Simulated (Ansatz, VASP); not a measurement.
# MgH2 in two plane-wave programs, part 2 of 3

Wanted: the spread between two codes on one cell, functional and k mesh. The cell is taken from a series of runs on this material, whose earlier steps may have relaxed, scaled, displaced or heated it; both programs get it as it stands.

VASP 6.6.1 and Ansatz 0.2.0.

So far: Starting point; VASP: dielectric response, LDA.

### Step 3. Ansatz: dielectric response, LDA

Level of this step: Ansatz beside VASP: Kohn-Sham DFT, plane waves, LDA (Ansatz).

Ansatz runs on its default PAW (the set named soft_2) files.

The same cell, functional (in two slightly different forms) and mesh now go to Ansatz, which takes its cutoff from its data sets.

Input file input.yaml:

```yaml
crystal:
  lattice:
    - [4.5168, 0.0, 0.0]
    - [0.0, 4.5168, 0.0]
    - [0.0, 0.0, 3.0205]
  atoms:
    - { symbol: Mg, position: [0.0, 0.0, 0.0] }
    - { symbol: Mg, position: [0.5, 0.5, 0.5] }
    - { symbol: H, position: [0.306, 0.306, 0.0] }
    - { symbol: H, position: [0.194, 0.806, 0.5] }
    - { symbol: H, position: [0.694, 0.694, 0.0] }
    - { symbol: H, position: [0.806, 0.194, 0.5] }
kpoints:
  mp_grid: { grid: [4, 4, 6] }
hamiltonian:
  xc: lda
scf:
  occupations: { method: fixed }
dielectric: {}
```

Command:

```console
$ ansatz run input.yaml --threads 3 --pin off --max-ram 92160MiB --backend cuda --devices 1 --max-vram 13GiB --events-out ev --progress --plain --runs-dir out
```

Numbers of over 12 decimals in the logs are rounded to 6 here.

The log of the run:

```text
GPUs: using 1 of 1 available (devices: 1).
Engine: ansatz 0.2.0, x86_64-unknown-linux-gnu
Pseudopotentials: kind: paw
Pseudopotential: Mg, paw, valence charge 10, recommended cutoff 420 eV (normal), Mg.paw.azcp
Pseudopotential: H, paw, valence charge 1, recommended cutoff 420 eV (normal), H.paw.azcp
Functional definition: SPW92
  exchange = slater_x
  correlation = pw_c
device memory: the entry about to start is reckoned to put 1.1 GiB on a device that reports 55.2 GiB free (of which the cap on the GPU budget leaves the run 13.0 GiB)
GPU FFT provider: cuFFT
GPU libraries: cuBLAS 13.8.2, cuFFT 12.4.0, cuSOLVER 12.3.4
Crystal: 6 atoms, lattice volume = 61.623 Å³
Basis set: ecut = 420 eV, 1195 PW (Γ), exchange–correlation on 64×64×48 points (8 copies of the dense FFT grid, shifted against one another)
Bands: 18, of which v1, the nominal top of the filled ones, is band 12 counted from 1 (11 counted from 0)
Symmetry: 16 space group operations
k-points: 42 of 96 (irreducible under 2 space group operations, time reversal used)
Non-local potential: Mg, projectors of the file, l = 0: 3, l = 1: 2, l = 2: 1
Non-local potential: H, projectors of the file, l = 0: 2, l = 1: 1
PAW form: soft (Blöchl's): semilocal exchange-correlation on the pseudo side does not see the compensation charge
PAW frozen core: Mg, regenerated for the run's functional, and the local potential with it (the file was generated under x = pbe(κ = 0.804, μ = 0.219515), c = pbe(β = 0.066725))
PAW one-centre angular grid: Mg, 110 points (default); XC on 64 Gauss nodes
PAW one-centre angular grid: H, 110 points (default); XC on 64 Gauss nodes
Initial density: superposition of atomic densities (neutral atoms: chi_scale 0, normalization atom), corrected by the library's trained network
Initial wavefunctions: pseudopotential atomic-orbital guess
GPU buffer pool allocated for 24576 grid points (all kernels)
GPU transforms: local potential and band sums: pruned to the plane-wave sphere, on 32×32×24
Functional: x = slater, c = lda
SCF iter   1: F=—  HF=-3866.934644 eV  |F-HF|=—  |Δ(HF+E_count)|=         —  Δρ=1.26e-2  dr2=6.61e-2  ethr=1.77e-3  ⟨swp⟩=4.5  Hψ=3348  notcnv=0  defer=150
preconditioner: auto → none  [insulator: Δε(μ)=3.411 eV  Ē_g=9.747 eV  n_scr=10 (ndim 8)  ℏωp=13.4 eV  f_vac=0.000  ε∞_Penn≈2.9]
SCF iter   2: F=—  HF=-3866.906758 eV  |F-HF|=—  |Δ(HF+E_count)|=   2.79e-2  Δρ=4.05e-3  dr2=6.82e-3  ethr=2.76e-4  ⟨swp⟩=1.6  Hψ=1136  notcnv=0  defer=161
SCF iter   3: F=—  HF=-3866.903692 eV  |F-HF|=—  |Δ(HF+E_count)|=   3.07e-3  Δρ=1.29e-4  dr2=6.91e-6  ethr=2.84e-5  ⟨swp⟩=3.0  Hψ=1280  notcnv=0  defer=168
SCF iter   4: F=—  HF=-3866.903667 eV  |F-HF|=—  |Δ(HF+E_count)|=   2.58e-5  Δρ=4.65e-5  dr2=5.67e-7  ethr=2.88e-8  ⟨swp⟩=2.0  Hψ=1197  notcnv=0  defer=72
SCF iter   5: F=—  HF=-3866.903745 eV  |F-HF|=—  |Δ(HF+E_count)|=   7.81e-5  Δρ=1.18e-5  dr2=3.84e-8  ethr=2.36e-9  ⟨swp⟩=2.2  Hψ=1165  notcnv=0  defer=63
SCF iter   6: F=-3866.903745 eV  HF=-3866.903745 eV  |F-HF|=2.27e-12  |Δ(HF+E_count)|=   2.35e-8  Δρ=2.12e-7  dr2=1.72e-11  ethr=1.00e-12  ⟨swp⟩=6.2  Hψ=3290  notcnv=0
SCF 1 converged in 6 iterations: F = -3866.903745 eV  dr2 = 1.72e-11
  greatest PAW one-centre occupation: 1.000 electrons in one spin orbital (limit 2), on the Mg atom at site 1 (counted from 0), in its partial waves of l = 1
the response reads at least the filled bands of the reference SCF and the lowest empty band at each k-point, and that SCF's band table does not vouch for those bands. The notice of the band table in this run's record says why
device memory: the entry about to start is reckoned to put 0.1 GiB on a device that reports 54.2 GiB free (of which the cap on the GPU budget leaves the run 13.0 GiB)
device memory: the entry about to start is reckoned to put 0.7 GiB on a device that reports 54.2 GiB free (of which the cap on the GPU budget leaves the run 13.0 GiB)
DFPT response loops at Γ: preconditioner auto → none (the input reference at scf.mixing.eps_inf says where Resta's filter doesn't serve); β = 0.50; Broyden in place of MSR1
── the response to a field inside a basis, on 6×6×8 k-points: an SCF that follows is theirs, and a resumed run solves both again ──
device memory: the entry about to start is reckoned to put 0.2 GiB on a device that reports 56.0 GiB free (of which the cap on the GPU budget leaves the run 13.0 GiB)
GPU FFT provider: cuFFT
GPU libraries: cuBLAS 13.8.2, cuFFT 12.4.0, cuSOLVER 12.3.4
Bands: 13, of which v1, the nominal top of the filled ones, is band 12 counted from 1 (11 counted from 0)
k-points: 24 of 288
Initial density: handed on by an earlier stage of this run
Initial wavefunctions: pseudopotential atomic-orbital guess (no wavefunctions were taken with the density)
GPU buffer pool allocated for 24576 grid points (all kernels)
GPU transforms: band sums: pruned to the plane-wave sphere, on 32×32×24
Eigensolver: Dense (24 Hₖ)
SCF iter   1: F=—  HF=-3866.905046 eV  |F-HF|=—  |Δ(HF+E_count)|=         —  Δρ=2.48e-4  dr2=6.51e-6  ethr=1.00e-1
preconditioner: auto → none  [insulator: Δε(μ)=3.537 eV  Ē_g=7.259 eV  n_scr=10 (ndim 8)  ℏωp=13.4 eV  f_vac=0.000  ε∞_Penn≈4.4]
SCF iter   2: F=—  HF=-3866.905049 eV  |F-HF|=—  |Δ(HF+E_count)|=   2.76e-6  Δρ=1.20e-4  dr2=1.48e-6  ethr=2.71e-8
SCF iter   3: F=-3866.905050 eV  HF=-3866.905050 eV  |F-HF|=2.09e-9  |Δ(HF+E_count)|=   1.09e-6  Δρ=6.50e-6  dr2=4.89e-9  ethr=6.18e-9
SCF 1 converged in 3 iterations: F = -3866.905050 eV  dr2 = 4.89e-9
device memory: the entry about to start is reckoned to put 0.1 GiB on a device that reports 56.0 GiB free (of which the cap on the GPU budget leaves the run 13.0 GiB)
device memory: the entry about to start is reckoned to put 1.2 GiB on a device that reports 55.9 GiB free (of which the cap on the GPU budget leaves the run 12.9 GiB)
DFPT response loops at Γ: mixed as the last ones told, above
SCF converged after 6 iterations
Free energy (F): -3866.903745 eV
Harris-Foulkes:  -3866.903745 eV  (|F-HF|=2.27e-12)
Internal energy: -3866.903745 eV  (E = F + TS)
E sigma→0 (E₀):  -3866.903745 eV
Fermi energy:    1.667389 eV
--- Per-component energies (eV) ---
  E_band       = -754.096163
  E_kinetic    = 206.115688
  E_local      = -3451.586306  (includes V_loc(G=0)·N_el)
  E_nonlocal   = 197.308346
  E_hartree    = 1237.222138
  E_xc         = -93.077210
  E_vxc        = -121.215337  (∫ρ·V_xc dr)
  E_paw        = -544.047328  (= ΣΔE_a)
  E_vpaw       = -59.157862  (= ΣTr[D̂ρ^β])
  E_aug_tail   = -0.004988  (compensation charges beyond the density's cutoff)
  E_ewald      = -1419.135044
  E_core_change = 0.300959  (= ΣΔE_core)
  E_smearing   = -0.000000  (= −TS)
  E_closure    = -0.000000  (closes the sum)
  Σ components = -3866.903745   (vs F -3866.903745, Δ=0.00e0)
--- Band table (eV; the first three rows and the last of 42) ---
  k-point 0: bands = [... 8 lower, -4.8637, 0.2397, 0.2397, 1.1775, 6.1154, 6.5556, 10.5195, 10.5195, ... 2 higher]
  k-point 1: bands = [... 8 lower, -4.4455, 0.5183, 0.5183, 1.1750, 6.5710, 6.6101, 9.5660, 10.7317, ... 2 higher]
  k-point 2: bands = [... 8 lower, -3.2332, 0.4506, 1.2082, 1.2082, 6.4271, 7.9374, 9.3436, 9.3677, ... 2 higher]
  k-point 41: bands = [... 8 lower, -0.2229, -0.2229, 0.7612, 0.7612, 5.2051, 5.2051, 5.5630, 5.5630, ... 2 higher]
--- Dielectric response (ions clamped): 3 representative field directions + reference, inside a basis on a mesh of 288 k-points (Σ response iterations 12) ---
  ε∞ (high-frequency dielectric tensor):
        4.250107     0.000000     0.000000
        0.000000     4.250107     0.000000
        0.000000     0.000000     4.302536
  Born effective charges Z* (e; rows j = field, columns β = displacement):
    site 0:
         1.86641    0.14830    0.00000
         0.14830    1.86641    0.00000
         0.00000    0.00000    1.96743
    site 1:
         1.86641   -0.14830    0.00000
        -0.14830    1.86641    0.00000
         0.00000    0.00000    1.96743
    site 2:
        -0.93321   -0.23103    0.00000
        -0.23103   -0.93321    0.00000
         0.00000    0.00000   -0.98372
    site 3:
        -0.93321    0.23103    0.00000
         0.23103   -0.93321    0.00000
         0.00000    0.00000   -0.98372
    site 4:
        -0.93321   -0.23103    0.00000
        -0.23103   -0.93321    0.00000
         0.00000    0.00000   -0.98372
    site 5:
        -0.93321    0.23103    0.00000
         0.23103   -0.93321    0.00000
         0.00000    0.00000   -0.98372
  Z* charge neutrality: 7.223e-4 e pre-enforcement
  solved inside a basis spanned on kpoints, on 6×6×8 k-points, its susceptibility summed on 8×8×12: ε∞ is read to err by 1.0e-2, Z* by 1.1e-2 e (field_mesh: kpoints solves on kpoints); Z* is corrected for what the basis lacks
```

### Step 4. Side by side

Known differences besides the potentials themselves: the two LDA forms differ slightly; fixed occupations in Ansatz, narrow Gaussian smearing in VASP; VASP's response is taken on the typed mesh, Ansatz refines its own for the field response alone; the data sets hold 24 valence electrons in Ansatz (on its default PAW (the set named soft_2) files) and 8 in VASP; the cutoff is 420 eV in Ansatz and 520 eV in VASP; VASP's log shows a relativistic correction to its local exchange, Ansatz's none. Total energies have different zeros and are not compared.

The two programs side by side:

```
                                     quantity  Ansatz   VASP  difference
                                        ε∞ xx    4.25   4.23     +0.48 %
                                        ε∞ yy    4.25   4.23     +0.48 %
                                        ε∞ zz    4.30   4.25     +1.12 %
Born charge of Mg1 (mean of the diagonal) (e)    1.90   1.90        0.00
 Born charge of H3 (mean of the diagonal) (e)   -0.95  -0.95        0.00
```

### Step 5. VASP: dielectric response, PBEsol

The response to a field tests empty states and converges slowly with the mesh.

Input file INCAR:

```
SYSTEM = MgH2
PREC = Accurate
ENCUT = 520
EDIFF = 1E-08
NELM = 120
ISMEAR = 0
SIGMA = 0.01
LREAL = .FALSE.
ALGO = Normal
GGA = PS
NBANDS = 10
LORBIT = 11
LWAVE = .FALSE.
LCHARG = .FALSE.
ISIF = 2
LEPSILON = .TRUE.
LASPH = .TRUE.
GGA_COMPAT = .FALSE.
EFERMI = MIDGAP
KPAR = 2
```

Input file POSCAR:

```
MgH2
1.0
    4.5168000000      0.0000000000      0.0000000000
    0.0000000000      4.5168000000      0.0000000000
    0.0000000000      0.0000000000      3.0205000000
Mg H
2 4
Direct
    0.0000000000      0.0000000000      0.0000000000
    0.5000000000      0.5000000000      0.5000000000
    0.3060000000      0.3060000000      0.0000000000
    0.1940000000      0.8060000000      0.5000000000
    0.6940000000      0.6940000000      0.0000000000
    0.8060000000      0.1940000000      0.5000000000
```

Input file KPOINTS:

```
Automatic mesh
0
Gamma
4 4 6
0 0 0
```

The projector-augmented-wave data sets are Mg and H (PBE family, release 64).

Command:

```console
$ mpirun -np 2 vasp_std
```

The log of the run:

```text
[banner, memory and clock lines left out]
running    2 mpi-ranks, on    1 nodes
[...]
|                                                                             |
|               ----> ADVICE to this user running VASP <----                  |
|                                                                             |
|     You enforced a specific xc type in the INCAR file but a different       |
|     [... a line on the potential file left out ...]
|     I HOPE YOU KNOW WHAT YOU ARE DOING!                                     |
|                                                                             |

 LDA part: xc-table for (Slater+PW92), standard interpolation
 POSCAR, INCAR and KPOINTS ok, starting setup
[...]
entering main loop
       N       E                     dE             d eps       ncg     rms          rms(c)
DAV:   1     0.123117724887E+01    0.12312E+01   -0.30543E+03   480   0.598E+02
DAV:   2    -0.179753276245E+02   -0.19207E+02   -0.18090E+02   610   0.789E+01
[...]
change of polarisation eV/A/(eV/A) component  2 :     0.036     1.066    -0.131
 dielectric tensor                  component  2 :     0.105     4.131    -0.383
 Linear response to external field, progress :
  Direction:   3
       N       E                     dE             d eps       ncg     rms          rms(c)
RMM:   1    -0.559052025469E+00   -0.55905E+00   -0.85920E-01   883   0.274E+00
RMM:   2    -0.561521102729E+00   -0.24691E-02   -0.20885E-03   742   0.288E-01    0.102E+00
RMM:   3    -0.553995774538E+00    0.75253E-02   -0.53041E-03   729   0.452E-01    0.599E-01
RMM:   4    -0.597060512794E+00   -0.43065E-01   -0.11669E-02   735   0.677E-01    0.454E-02
RMM:   5    -0.599496963020E+00   -0.24365E-02   -0.61172E-05   738   0.577E-02    0.533E-03
RMM:   6    -0.599907473532E+00   -0.41051E-03   -0.11633E-06   773   0.806E-03    0.853E-04
RMM:   7    -0.599915716939E+00   -0.82434E-05   -0.25364E-08   770   0.137E-03    0.816E-05
RMM:   8    -0.599925230291E+00   -0.95134E-05   -0.13513E-09   748   0.159E-04    0.223E-05
RMM:   9    -0.599925626600E+00   -0.39631E-06   -0.43388E-11   385   0.404E-05    0.497E-06
 change of polarisation eV/A/(eV/A) component  3 :    -0.074    -0.186     1.071
 dielectric tensor                  component  3 :    -0.217    -0.546     4.145
 Born effective charges drift removed
```

OUTCAR, selected parts (step 5):

```text
  Total       -0.4902144     -0.4902144     -0.4528913     -0.0000000      0.0000000      0.0000000
  in kB      -12.7454773    -12.7454773    -11.7750839     -0.0000000      0.0000000      0.0000000
  external PRESSURE =     -12.4220128 kB  Pullay stress =       0.0000000 kB

 POSITION                                       TOTAL-FORCE (eV/Angst)
 -----------------------------------------------------------------------------------
      0.00000      0.00000      0.00000         0.000000     -0.000000      0.000000
      2.25840      2.25840      1.51025         0.000000     -0.000000      0.000000
      1.38214      1.38214      0.00000        -0.039454     -0.039454     -0.000000
      0.87626      3.64054      1.51025         0.039454     -0.039454     -0.000000
      3.13466      3.13466      0.00000         0.039454      0.039454      0.000000
      3.64054      0.87626      1.51025        -0.039454      0.039454      0.000000
 -----------------------------------------------------------------------------------
    total drift:                                0.000000      0.000000     -0.000000

 MACROSCOPIC STATIC DIELECTRIC TENSOR (including local field effects in DFT)
 ------------------------------------------------------
           4.130817     0.000000     0.000000
           0.000000     4.130817     0.000000
           0.000000     0.000000     4.145219
 ------------------------------------------------------

[... 2 parts as in an earlier step ...]
```

### Step 6. Ansatz: dielectric response, PBEsol

The same cell, functional and mesh now go to Ansatz, which takes its cutoff from its data sets.

The cell is taken from a series of runs on this material, whose earlier steps may have relaxed, scaled, displaced or heated it; both programs get it as it stands.

input.yaml, as its differences from that of step 3:

```diff
@@ -15,3 +15,3 @@
 hamiltonian:
-  xc: lda
+  xc: pbesol
 scf:
```

Command:

```console
$ ansatz run input.yaml --threads 3 --pin off --max-ram 92160MiB --backend cuda --devices 1 --max-vram 13GiB --events-out ev --progress --plain --runs-dir out
```

The log of the run:

```text
GPUs: using 1 of 1 available (devices: 1).
[...]
GPU FFT provider: cuFFT
GPU libraries: cuBLAS 13.8.2, cuFFT 12.4.0, cuSOLVER 12.3.4
Crystal: 6 atoms, lattice volume = 61.623 Å³
Basis set: ecut = 420 eV, 1195 PW (Γ), exchange–correlation on 64×64×48 points (8 copies of the dense FFT grid, shifted against one another)
Bands: 18, of which v1, the nominal top of the filled ones, is band 12 counted from 1 (11 counted from 0)
[...]
0.13817    1.86409    0.00000
         0.00000    0.00000    1.95990
    site 1:
         1.86409   -0.13817    0.00000
        -0.13817    1.86409    0.00000
[...]
site 2:
[...]
site 3:
[...]
site 4:
[...]
0.00000    0.00000   -0.97995
    site 5:
        -0.93205    0.22547    0.00000
         0.22547   -0.93205    0.00000
         0.00000    0.00000   -0.97995
  Z* charge neutrality: 6.383e-4 e pre-enforcement
[...]
[key lines of the parts left out:]
SCF converged after 7 iterations
Free energy (F): -3887.780575 eV
Fermi energy:    1.774830 eV
```

### Step 7. Differences

What differs besides the data sets and the points named for the pairs above, as far as they apply: the data sets hold 24 valence electrons in Ansatz (on its default PAW (the set named soft_2) files) and 8 in VASP; Ansatz makes its cores anew for this functional, VASP keeps those of its PBE data sets. Total energies have different zeros and are not compared.

The two programs side by side:

```
                                     quantity  Ansatz   VASP  difference
                                        ε∞ xx    4.16   4.13     +0.60 %
                                        ε∞ yy    4.16   4.13     +0.60 %
                                        ε∞ zz    4.20   4.15     +1.24 %
Born charge of Mg1 (mean of the diagonal) (e)    1.90   1.89        0.00
 Born charge of H3 (mean of the diagonal) (e)   -0.95  -0.95        0.00
```

(Part 2 of 3 ends here.)

[Lines on the potential files, build, host, timing and source positions are cut from VASP's logs without a mark.]

[Logs are printed without paths, hosts, clocks, repeated set-up lines and the standing remarks that a program may print on its own settings, such as how far it seeks lower states.]

[Hosts, paths, dates, database ids (printed as entryN), source tags and the programs' standing remarks are cut or masked in the printed files.]
